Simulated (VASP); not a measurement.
An input for Ansatz (written as the equivalent of a VASP run, and not itself run):

Ansatz 0.2 input:
```yaml
crystal:
  lattice:
    - [4.4084293, 0.0000000, 0.0000000]
    - [0.0000000, 4.4084293, 0.0000000]
    - [0.0000000, 0.0000000, 4.4084293]
  atoms:
    - { symbol: Cs, position: [0.0000000, 0.0000000, 0.0000000] }
    - { symbol: I, position: [0.5000000, 0.5000000, 0.5000000] }
kpoints:
  mp_grid: { grid: [6, 6, 6] }
hamiltonian:
  xc: lda
  pseudopotentials: { kind: paw }
scf:
  occupations: { method: gaussian, width: 0.05 }
  max_iter: 100
relax:
  max_steps: 30
  f_tol: 0.001
output: { forces: true, stress: true, eigenvalues: true }
```

Problem. Translate this input to VASP (INCAR, KPOINTS, POSCAR, choice of POTCAR).

Solution. This is not unique; one that fits is 
**INCAR**
```
! general
SYSTEM =CsI
PREC   =Accurate
ENCUT  =400   ! plane-wave cut-off (eV)
LREAL  =.False.   ! projection in real space or not
LASPH  =.True.   ! aspherical one-centre terms

! electronic loop
EDIFF  =1E-8
NELM   =100   ! most electronic steps
ALGO   =Normal   ! blocked Davidson
LMAXMIX=4

! smearing
ISMEAR =0   ! Gaussian
SIGMA  =0.05

! ions
IBRION =1
NSW    =30
ISIF   =2   ! forces and stress, cell fixed
EDIFFG =-0.001   ! ionic stop

! output
LWAVE  =.False.
LCHARG =.False.
```

### POSCAR
```
CsI
1.0
  4.4084292742   0.0000000000   0.0000000000
  0.0000000000   4.4084292742   0.0000000000
  0.0000000000   0.0000000000   4.4084292742
Cs I
1 1
Cartesian
  0.0000000000   0.0000000000   0.0000000000
  2.2042146371   2.2042146371   2.2042146371
```

**KPOINTS**
```
K-points
0
Gamma
 6 6 6
```

POTCAR, in this order: Cs_sv I (LDA.64 set). Program: vasp_std.

The two are equivalent in intent, not identical: each code has its own PAW files, so the cut-off isn't converted (ENCUT is set for VASP's; basis.ecutwfc is left out, and Ansatz then takes the one that its files recommend); Ansatz stops its SCF on the density residual and VASP on the energy change (EDIFF); Ansatz's lda is the Perdew-Wang form, while the LDA potentials of VASP carry Perdew-Zunger's.

The compound is CsI in the CsCl type structure. It was relaxed first, which changed the volume by -10 %. The start is the result of an earlier pass.
